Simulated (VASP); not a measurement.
Data:

```xyz
2
Lattice="1.7900 -3.1004 0.0000 1.7900 3.1004 0.0000 0.0000 0.0000 5.6200" Properties=species:S:1:pos:R:3 pbc="T T T"
Ho     1.7900     1.0335     1.4050
Ho     1.7900    -1.0335     4.2150
```

All values below come from PBEsol GGA, VASP's PBE PAW potentials (set 64) (plane waves; VASP). Run with 400 eV cut-off, 11×11×6 Γ-centred mesh, first-order Methfessel-Paxton smearing of 0.10 eV, potentials Ho_3.

The 4f electrons are frozen in the core of the lanthanide potential, so 4f levels, which can set the real gap, and their magnetism are missing. Energy and stress use the plane-wave basis of the starting cell.

Problem. The ions, cell shape and volume are relaxed. Predict the relaxed structure.

Solution. 
```xyz
2
Lattice="1.7739 -3.0725 0.0000 1.7739 3.0725 0.0000 0.0000 0.0000 5.4473" Properties=species:S:1:pos:R:3 pbc="T T T"
Ho     1.7739     1.0242     1.3618
Ho     1.7739    -1.0242     4.0855
```
Space group P6_3/mmc (194), at a tolerance of 0.03 Å.

Problem. How do energy and volume change from the first to the last step?

Solution. The energy (σ→0) changes by -12.6 meV/atom and the volume by -4.8 %, in 6 ionic steps.

```csv
step,E(σ→0) (eV),max force (eV/Å),pressure (GPa),volume (Å³)
1,-9.8646,0.000,-2.17,62.38
2,-9.8874,0.000,0.52,58.64
3,-9.8884,0.000,0.11,59.18
4,-9.8884,0.000,0.04,59.25
5,-9.8892,0.000,0.02,59.30
6,-9.8898,0.000,-0.02,59.38
```

The compound is Ho in the hcp structure. This run relaxes it. Symmetry was kept, so distortions that lower it aren't found.
